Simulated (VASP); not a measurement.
Consider the following.

```yaml
crystal:
  lattice:
    - [0.00000, 3.01630, 3.01630]
    - [3.01630, 0.00000, 3.01630]
    - [3.01630, 3.01630, 0.00000]
  atoms:
    - { symbol: Ga, position: [0.00000, 0.00000, 0.00000] }
    - { symbol: Sb, position: [0.25000, 0.25000, 0.25000] }
```

Calculation: PBE GGA, VASP's PBE PAW potentials (set 64) (plane waves; VASP 6.6.1). Run with 500 eV cut-off, 8×8×8 Γ-centred mesh, Gaussian smearing of 0.050 eV, potentials Ga_d Sb.

Unless said otherwise, spin-orbit coupling is left out, though it shifts the bands of the heavy elements here.

Task: Estimate the energy per atom (σ→0), pressure, band gap (on the k-mesh) with the smallest direct gap where there is one.

Result: 
```
Property                                     Result
-----------------------------------  --------------
band gap (on the k-mesh)                    0.34 eV
smallest direct gap (on the k-mesh)         0.34 eV
energy per atom (σ→0)                -3.646 eV/atom
pressure                                  49.6 kbar
```

The absolute energy has meaning only against runs of the same code, potentials and settings.

The compound is GaSb in the zinc blende structure. It was relaxed first under an external pressure of 5 GPa.
